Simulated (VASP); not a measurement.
# CO on Pt(100): which site?, part 2 of 7

Where does CO sit on Pt(100), and how strongly does it bind?

VASP 6.6.1, plane waves and PAW; the level of theory is named at each step.

So far. Step 3 (The bulk reference, job self-consistent run, k-mesh …): The run ends at a pressure of 0.10 GPa.

**4. Surface relaxation**

Level of this step: PBEsol; plane waves and PAW (Pt) (VASP).

System of this step: Pt(100). The cell holds 16 atoms: 16 Pt. Its edges and angles: a = 5.538 Å, b = 5.538 Å, c = 20.874 Å, α = 90.0°, β = 90.0°, γ = 90.0°. It derives from Pt. 4 layers of fcc Pt, cut at this functional's lattice. Vacuum lies along c.

The free atoms relax, while those held by selective dynamics keep their cut positions.

Input file INCAR:

```
SYSTEM = Pt
PREC = Normal
ENCUT = 440
EDIFF = 1E-05
NELM = 120
ISMEAR = 1
SIGMA = 0.15
LREAL = Auto
ALGO = Fast
GGA = PS
NBANDS = 99
LASPH = .TRUE.
LORBIT = 11
LWAVE = .FALSE.
LCHARG = .FALSE.
KPAR = 2
NCORE = 2
IBRION = 2
NSW = 40
ISIF = 2
EDIFFG = -0.03
POTIM = 0.4
MAXMIX = 40
IDIPOL = 3
LDIPOL = .TRUE.
DIPOL = 0.5 0.5 0.5
```

Input file POSCAR:

```
Pt
1.0
    5.5379213700      0.0000000000      0.0000000000
    0.0000000000      5.5379213700      0.0000000000
    0.0000000000      0.0000000000     20.8738526316
Pt
16
Selective dynamics
Direct
    0.2500000000      0.2500000000      0.3593011900  F F F
    0.7500000000      0.2500000000      0.3593011900  F F F
    0.2500000000      0.7500000000      0.3593011900  F F F
    0.7500000000      0.7500000000      0.3593011900  F F F
    0.0000000000      0.0000000000      0.4531004000  F F F
    0.5000000000      0.0000000000      0.4531004000  F F F
    0.0000000000      0.5000000000      0.4531004000  F F F
    0.5000000000      0.5000000000      0.4531004000  F F F
    0.2500000000      0.2500000000      0.5468996000  T T T
    0.7500000000      0.2500000000      0.5468996000  T T T
    0.2500000000      0.7500000000      0.5468996000  T T T
    0.7500000000      0.7500000000      0.5468996000  T T T
    0.0000000000      0.0000000000      0.6406988100  T T T
    0.5000000000      0.0000000000      0.6406988100  T T T
    0.0000000000      0.5000000000      0.6406988100  T T T
    0.5000000000      0.5000000000      0.6406988100  T T T
```

Input file KPOINTS:

```
Automatic mesh
0
Gamma
4 4 1
0 0 0
```

The projector-augmented-wave data sets are Pt (PBE family, release 64).

The run is started by

```sh
> mpirun -np 4 vasp_std
```

Output:

```text
[banner, memory and clock lines left out]
running    4 mpi-ranks, on    1 nodes
 distrk:  each k-point on    2 cores,    2 groups
 distr:  one band on    2 cores,    1 groups

 POSCAR found type information on POSCAR Pt
 POSCAR found :  1 types and      16 ions
 [... a notice as in an earlier step ...]

 LDA part: xc-table for (Slater+PW92), standard interpolation
 POSCAR, INCAR and KPOINTS ok, starting setup
 FFT: planning ... GRIDC
 FFT: planning ... GRID_SOFT
 FFT: planning ... GRID
 WAVECAR not read
 entering main loop
       N       E                     dE             d eps       ncg     rms          rms(c)
DAV:   1     0.100470470435E+04    0.10047E+04   -0.65340E+04  1188   0.122E+03
DAV:   2    -0.397394605561E+02   -0.10444E+04   -0.95835E+03  1440   0.269E+02
DAV:   3    -0.107590878907E+03   -0.67851E+02   -0.61876E+02  1400   0.634E+01
DAV:   4    -0.109839739302E+03   -0.22489E+01   -0.22068E+01  1538   0.113E+01
DAV:   5    -0.109893620301E+03   -0.53881E-01   -0.53754E-01  1498   0.172E+00    0.444E+01
RMM:   6    -0.105418393094E+03    0.44752E+01   -0.18882E+01  1197   0.140E+01    0.315E+01
RMM:   7    -0.119850819268E+03   -0.14432E+02   -0.32679E+01  1230   0.139E+01    0.331E+01
RMM:   8    -0.102724312925E+03    0.17127E+02   -0.13238E+01  1200   0.105E+01    0.337E+00
RMM:   9    -0.102847665393E+03   -0.12335E+00   -0.25502E+00  1202   0.353E+00    0.467E+00
RMM:  10    -0.103532997040E+03   -0.68533E+00   -0.39989E-01  1215   0.148E+00    0.100E+01
RMM:  11    -0.102642607799E+03    0.89039E+00   -0.19186E-01  1200   0.114E+00    0.887E-01
RMM:  12    -0.102636145337E+03    0.64625E-02   -0.27267E-02  1244   0.382E-01    0.614E-01
RMM:  13    -0.102632377095E+03    0.37682E-02   -0.52914E-03  1233   0.179E-01    0.307E-01
RMM:  14    -0.102631580785E+03    0.79631E-03   -0.24492E-03  1243   0.107E-01    0.137E-01
RMM:  15    -0.102631582887E+03   -0.21020E-05   -0.60126E-04  1308   0.515E-02    0.138E-01
RMM:  16    -0.102631449586E+03    0.13330E-03   -0.11639E-04  1142   0.255E-02    0.296E-02
RMM:  17    -0.102631465976E+03   -0.16389E-04   -0.39221E-05   868   0.165E-02    0.227E-02
RMM:  18    -0.102631518613E+03   -0.52637E-04   -0.18218E-05   739   0.957E-03    0.128E-02
RMM:  19    -0.102631552183E+03   -0.33570E-04   -0.71084E-06   649   0.560E-03    0.450E-03
RMM:  20    -0.102631585636E+03   -0.33453E-04   -0.68824E-06   619   0.498E-03    0.410E-03
RMM:  21    -0.102631609813E+03   -0.24177E-04   -0.41463E-06   547   0.382E-03    0.275E-03
RMM:  22    -0.102631623918E+03   -0.14105E-04   -0.13114E-06   305   0.254E-03    0.121E-03
RMM:  23    -0.102631638261E+03   -0.14343E-04   -0.94758E-07   314   0.252E-03    0.482E-04
RMM:  24    -0.102631647662E+03   -0.94014E-05   -0.25011E-07   199   0.208E-03
   1 F= -.10263165E+03 E0= -.10263281E+03  d E =-.102632E+03
 curvature:   0.00 expect dE= 0.000E+00 dE for cont linesearch  0.000E+00
 trial: gam= 0.00000 g(F)=  0.577E-01 g(S)=  0.000E+00 ort = 0.000E+00 (trialstep = 0.100E+01)
 search vector abs. value=  0.577E-01
 bond charge predicted
       N       E                     dE             d eps       ncg     rms          rms(c)
DAV:   1    -0.102665336870E+03   -0.33699E-01   -0.12785E+01  1206   0.892E+00    0.820E-01
RMM:   2    -0.102676515717E+03   -0.11179E-01   -0.13092E-01  1197   0.135E+00    0.744E-01
RMM:   3    -0.102676531946E+03   -0.16229E-04   -0.25985E-02  1256   0.559E-01    0.395E-01
RMM:   4    -0.102675857677E+03    0.67427E-03   -0.56578E-03  1207   0.249E-01    0.225E-01
RMM:   5    -0.102676428283E+03   -0.57061E-03   -0.19511E-03  1254   0.130E-01    0.433E-02
RMM:   6    -0.102676575797E+03   -0.14751E-03   -0.53197E-04  1378   0.613E-02    0.204E-02
RMM:   7    -0.102676664646E+03   -0.88850E-04   -0.95915E-05  1026   0.263E-02    0.225E-02
RMM:   8    -0.102676662982E+03    0.16643E-05   -0.24249E-05   766   0.136E-02
   2 F= -.10267666E+03 E0= -.10267864E+03  d E =-.450153E-01
[...]
3 F= -.10269312E+03 E0= -.10269602E+03  d E =-.614722E-01
[...]
4 F= -.10271075E+03 E0= -.10271449E+03  d E =-.176272E-01
[...]
5 F= -.10274748E+03 E0= -.10275363E+03  d E =-.543577E-01
[...]
6 F= -.10272438E+03 E0= -.10273431E+03  d E =-.312634E-01
 curvature:   7.58 expect dE= 0.925E-01 dE for cont linesearch  0.716E-01
 ZBRENT: bracketing found
 ZBRENT: interpolating
 opt :   6.9227  next Energy=  -102.753718 (dE=-0.606E-01)
 bond charge predicted
       N       E                     dE             d eps       ncg     rms          rms(c)
DAV:   1    -0.102660027580E+03    0.64349E-01   -0.10450E+02  1188   0.258E+01    0.162E+00
RMM:   2    -0.102748693388E+03   -0.88666E-01   -0.64358E-01  1190   0.355E+00    0.103E+00
RMM:   3    -0.102748367596E+03    0.32579E-03   -0.22895E-01  1222   0.157E+00    0.212E-01
RMM:   4    -0.102753220120E+03   -0.48525E-02   -0.45429E-02  1364   0.663E-01    0.142E-01
RMM:   5    -0.102754878162E+03   -0.16580E-02   -0.14516E-02  1425   0.294E-01    0.145E-01
RMM:   6    -0.102754661322E+03    0.21684E-03   -0.13031E-03  1213   0.957E-02    0.114E-01
RMM:   7    -0.102754634727E+03    0.26595E-04   -0.46960E-04  1209   0.629E-02    0.853E-02
RMM:   8    -0.102754664743E+03   -0.30017E-04   -0.11257E-04  1173   0.317E-02    0.605E-02
RMM:   9    -0.102754737816E+03   -0.73073E-04   -0.56963E-05   949   0.211E-02    0.482E-02
RMM:  10    -0.102754764754E+03   -0.26937E-04   -0.21361E-05   728   0.128E-02    0.321E-02
RMM:  11    -0.102754773066E+03   -0.83128E-05   -0.14548E-05   690   0.110E-02
   7 F= -.10275477E+03 E0= -.10276224E+03  d E =-.616532E-01
 curvature:  -0.66 expect dE=-0.142E-04 dE for cont linesearch -0.706E-06
 trial: gam=-0.00532 g(F)=  0.214E-04 g(S)=  0.000E+00 ort =-0.144E-03 (trialstep = 0.234E+01)
 search vector abs. value=  0.235E-04
 reached required accuracy - stopping structural energy minimisation
```

The job ended after 2 min (4 MPI ranks of Intel Xeon 6975P-C (Granite Rapids), shared host; peak memory 1.1 GiB).

Parts of OUTCAR (step 4):

```text
  LATTYP: Found a simple tetragonal cell.
 ALAT       =     5.5379213700
 C/A-ratio  =     3.7692576758

 Subroutine GETGRP returns: Found 16 space group operations
 (whereof  8 operations were pure point group operations)

The static configuration has the point symmetry C_4v.
 The point group associated with its full space group is D_4h.

 Found      6 irreducible k-points:

   k-points           NKPTS =      6   k-points in BZ     NKDIM =      6   number of bands    NBANDS=     99

   dimension x,y,z NGX =    28 NGY =   28 NGZ =  108
   dimension x,y,z NGXF=    56 NGYF=   56 NGZF=  216

   ENCUT  =  440.0 eV  32.34 Ry    5.69 a.u.   9.47  9.47 35.70*2*pi/ulx,y,z

   NELECT =     160.0000    total number of electrons

 dipolmoment           0.000000      0.000000     -0.002447 electrons x Angstroem

 E-fermi :   0.6218

 k-point     1 :       0.0000    0.0000    0.0000
  band No.  band energies     occupation
    ...
     72       0.5142      1.93161
     73       0.5869      1.38194
     74       0.5869      1.38194
     75       0.5990      1.25375
     76       0.5990      1.25375
     77       0.7556     -0.01983
     78       0.8734     -0.03912
     79       0.8734     -0.03912
     80       0.8762     -0.03745
     81       1.0304     -0.00080
    ...

 k-point     2 :       0.2500    0.0000    0.0000
  band No.  band energies     occupation
    ...
     77       0.5060      1.96505
     78       0.5089      1.95382
     79       0.5334      1.83054
     80       0.5354      1.81807
     81       0.5902      1.34775
     82       0.7333      0.05182
     83       0.9642     -0.00578
     84       0.9995     -0.00213
     85       1.0200     -0.00113
     86       1.6836     -0.00000
    ...

  Total      -11.1480781    -11.1480781     -3.9959086      0.0000000     -0.0000000      0.0000000
  in kB      -27.9006552    -27.9006552    -10.0006896      0.0000000     -0.0000000      0.0000000
  external PRESSURE =     -21.9340000 kB  Pullay stress =       0.0000000 kB

  energy-cutoff  :      440.00
  volume of cell :      640.17
      direct lattice vectors                 reciprocal lattice vectors
     5.537921370  0.000000000  0.000000000     0.180573167  0.000000000  0.000000000
     0.000000000  5.537921370  0.000000000     0.000000000  0.180573167  0.000000000
     0.000000000  0.000000000 20.873852632     0.000000000  0.000000000  0.047906825

 POSITION                                       TOTAL-FORCE (eV/Angst)
 -----------------------------------------------------------------------------------
      1.38448      1.38448      7.50000         0.000000     -0.000000      0.528714
      4.15344      1.38448      7.50000         0.000000     -0.000000      0.528714
      1.38448      4.15344      7.50000         0.000000      0.000000      0.528714
      4.15344      4.15344      7.50000         0.000000      0.000000      0.528714
      0.00000      0.00000      9.45795        -0.000000      0.000000     -0.530637
      2.76896      0.00000      9.45795        -0.000000     -0.000000     -0.530637
      0.00000      2.76896      9.45795        -0.000000      0.000000     -0.530637
      2.76896      2.76896      9.45795        -0.000000      0.000000     -0.530637
      1.38448      1.38448     11.37527         0.000000     -0.000000     -0.007317
      4.15344      1.38448     11.37527        -0.000000     -0.000000     -0.007317
      1.38448      4.15344     11.37527         0.000000      0.000000     -0.007317
      4.15344      4.15344     11.37527        -0.000000      0.000000     -0.007317
      0.00000      0.00000     13.25724        -0.000000     -0.000000      0.009241
      2.76896      0.00000     13.25724         0.000000     -0.000000      0.009241
      0.00000      2.76896     13.25724        -0.000000     -0.000000      0.009241
      2.76896      2.76896     13.25724        -0.000000     -0.000000      0.009241
 -----------------------------------------------------------------------------------
    total drift:                                0.000000      0.000000     -0.050428

  FREE ENERGIE OF THE ION-ELECTRON SYSTEM (eV)
  ---------------------------------------------------
  free  energy   TOTEN  =      -102.7547730665 eV

  energy  without entropy=     -102.7771626823  energy(sigma->0) =     -102.76223627

 vacuum level on the upper side and lower side of the slab         6.275         6.291

 total charge
# of ion       s       p       d       tot
------------------------------------------
    1        0.618   0.418   8.033   9.069
    2        0.618   0.418   8.033   9.069
    3        0.618   0.418   8.033   9.069
    4        0.618   0.418   8.033   9.069
    5        0.636   0.626   8.027   9.289
    6        0.636   0.626   8.027   9.289
    7        0.636   0.626   8.027   9.289
    8        0.636   0.626   8.027   9.289
    9        0.647   0.652   8.038   9.336
   10        0.647   0.652   8.038   9.336
   11        0.647   0.652   8.038   9.336
   12        0.647   0.652   8.038   9.336
   13        0.631   0.446   8.046   9.123
   14        0.631   0.446   8.046   9.123
   15        0.631   0.446   8.046   9.123
   16        0.631   0.446   8.046   9.123
--------------------------------------------------
tot         10.126   8.567 128.574 147.267

[... 1 part as in an earlier step ...]

[... 7 further parts left out ...]
```

CONTCAR:

```
Pt
   1.00000000000000
     5.5379213700000003    0.0000000000000000    0.0000000000000000
     0.0000000000000000    5.5379213700000003    0.0000000000000000
     0.0000000000000000    0.0000000000000000   20.8738526315999984
  Pt
    16
Selective dynamics
Direct
     0.2500000000000000    0.2500000000000000    0.3593011899999965   F   F   F
     0.7500000000000000    0.2500000000000000    0.3593011899999965   F   F   F
     0.2500000000000000    0.7500000000000000    0.3593011899999965   F   F   F
     0.7500000000000000    0.7500000000000000    0.3593011899999965   F   F   F
     0.0000000000000000    0.0000000000000000    0.4531003999999967   F   F   F
     0.5000000000000000    0.0000000000000000    0.4531003999999967   F   F   F
     0.0000000000000000    0.5000000000000000    0.4531003999999967   F   F   F
     0.5000000000000000    0.5000000000000000    0.4531003999999967   F   F   F
     0.2500000000000000    0.2500000000000000    0.5449528553221969   T   T   T
     0.7500000000000000    0.2500000000000000    0.5449528553221969   T   T   T
     0.2500000000000000    0.7500000000000000    0.5449528553221969   T   T   T
     0.7500000000000000    0.7500000000000000    0.5449528553221969   T   T   T
     0.0000000000000000    0.0000000000000000    0.6351123021542922   T   T   T
     0.5000000000000000    0.0000000000000000    0.6351123021542922   T   T   T
     0.0000000000000000    0.5000000000000000    0.6351123021542922   T   T   T
     0.5000000000000000    0.5000000000000000    0.6351123021542922   T   T   T
```

The run keeps the 8 symmetry operations of its start, so it cannot find a distortion of lower symmetry.

The steps of the relaxation:

```
step  energy less that of the first step (eV)  largest force (eV/Å)
   1                                   0.0000                0.5594
   2                                  -0.0450                0.3661
   3                                  -0.0615                0.2794
   4                                  -0.0791                0.2381
   5                                  -0.1158                0.1021
   6                                  -0.0927                0.2590
   7                                  -0.1231                0.0092
```

The atoms that moved most (Å):

```
atom     dx     dy      dz  length
Pt13  0.000  0.000  -0.117   0.117
Pt14  0.000  0.000  -0.117   0.117
Pt15  0.000  0.000  -0.117   0.117
Pt16  0.000  0.000  -0.117   0.117
 Pt9  0.000  0.000  -0.041   0.041
Pt10  0.000  0.000  -0.041   0.041
Pt11  0.000  0.000  -0.041   0.041
Pt12  0.000  0.000  -0.041   0.041
```

The relaxed structure:

```xyz
16
Lattice="5.5379 0.0000 0.0000 0.0000 5.5379 0.0000 0.0000 0.0000 20.8739" Properties=species:S:1:pos:R:3
Pt    1.3845    1.3845    7.5000
Pt    4.1534    1.3845    7.5000
Pt    1.3845    4.1534    7.5000
Pt    4.1534    4.1534    7.5000
Pt    0.0000    0.0000    9.4580
Pt    2.7690    0.0000    9.4580
Pt    0.0000    2.7690    9.4580
Pt    2.7690    2.7690    9.4580
Pt    1.3845    1.3845   11.3753
Pt    4.1534    1.3845   11.3753
Pt    1.3845    4.1534   11.3753
Pt    4.1534    4.1534   11.3753
Pt    0.0000    0.0000   13.2572
Pt    2.7690    0.0000   13.2572
Pt    0.0000    2.7690   13.2572
Pt    2.7690    2.7690   13.2572
```

Numbers from this step:

```
electronic cycles       : 77
electrons               : 160
free energy (TOTEN)     : -102.7548 eV
energy at zero smearing : -102.7622 eV
Fermi energy            : 0.6218 eV
dipole moment           : 0, 0, -0.002447 e·Å
```

The run ended after 7 ionic steps, 0.123 eV below its first step, once the forces on the free atoms met EDIFFG = -0.03.

[end of part 2 of 7]

[Lines on the potential files, build, host, timing and source positions are cut from VASP's logs without a mark.]

[Logs are printed without paths, hosts, clocks, repeated set-up lines and the standing remarks that a program may print on its own settings, such as how far it seeks lower states.]

[Hosts, paths, dates, database ids (printed as entryN), source tags and the programs' standing remarks are cut or masked in the printed files.]

[Runs that stopped without an error message from VASP are left out.]
